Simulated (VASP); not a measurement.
```xyz
6
Lattice="-2.4782 2.4782 3.6577 2.4782 -2.4782 3.6577 2.4782 2.4782 -3.6577" Properties=species:S:1:pos:R:3 pbc="T T T"
Si     0.0000     0.0000     0.0000
Si     0.0000     2.4782     1.8288
O      0.4796     1.2391     0.9144
O     -1.2391     1.9986     2.7433
O     -0.4796     3.7174     0.9144
O      1.2391     2.9579     2.7433
```

Level of theory: r2SCAN meta-GGA, VASP's PBE PAW potentials (set 64) (plane waves; VASP 6.6.1). Settings: 520 eV cut-off, 7×7×7 Γ-centred mesh, tetrahedra with Blöchl corrections, potentials Si O.

The cores are frozen, which limits the accuracy of field gradients.

Give the principal components of the electric field gradient (V/Å²) and the asymmetry η at each nucleus.

```tsv
atom	Vxx	Vyy	Vzz	η
Si1	0.1	0.1	-0.3	-
Si2	0.1	0.1	-0.3	-
O3	-50.8	-35.7	86.5	0.17
O4	-50.8	-35.7	86.5	0.17
O5	-50.8	-35.7	86.5	0.17
O6	-50.8	-35.7	86.5	0.17
```

The structure comes from a computed database's SiO2 entry (I-42d); how it stands against other phases isn't given here. It was relaxed first.
